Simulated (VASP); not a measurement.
An input for Ansatz (written as the equivalent of a VASP run, and not itself run):

Ansatz 0.2 input:
```yaml
crystal:
  lattice:
    - [2.8900000, 0.0000000, 0.0000000]
    - [0.0000000, 2.8900000, 0.0000000]
    - [0.0000000, 0.0000000, 2.8900000]
  atoms:
    - { symbol: Al, position: [0.5000000, 0.5000000, 0.5000000] }
    - { symbol: Ni, position: [0.0000000, 0.0000000, 0.0000000] }
kpoints:
  mp_grid: { grid: [10, 10, 10] }
hamiltonian:
  xc: pbe
  pseudopotentials: { kind: paw }
scf:
  occupations: { method: methfessel_paxton, width: 0.1 }
  max_iter: 100
output: { forces: true, stress: true, eigenvalues: true }
```

Problem. Translate this input to VASP (INCAR, KPOINTS, POSCAR, choice of POTCAR).

Solution. This is not unique; one that fits is 
### POSCAR
```
NiAl
1
    2.8900000000     0.0000000000     0.0000000000
    0.0000000000     2.8900000000     0.0000000000
    0.0000000000     0.0000000000     2.8900000000
Al Ni
1 1
Direct
  0.5000000000   0.5000000000   0.5000000000
  0.0000000000   0.0000000000   0.0000000000
```

**INCAR**
```
SYSTEM = NiAl
PREC = Accurate; ENCUT = 400; LREAL = .FALSE.
LASPH = .TRUE.
EDIFF = 1E-6; NELM = 100; ALGO = Normal
LMAXMIX = 4
ISMEAR = 1; SIGMA = 0.1
GGA = PE
ISIF = 2
LWAVE = .FALSE.; LCHARG = .FALSE.
```

File KPOINTS:
```
Regular mesh
0
gamma
  10 10 10
```

POTCAR, in this order: Al Ni (PBE.64 set). Program: vasp_std.

Limits of the translation: each code has its own PAW files, so the cut-off isn't converted (ENCUT is set for VASP's; basis.ecutwfc is left out, and Ansatz then takes the one that its files recommend); Ansatz stops its SCF on the density residual and VASP on the energy change (EDIFF).

The compound is NiAl in the CsCl type structure. The cell was not relaxed at this level.
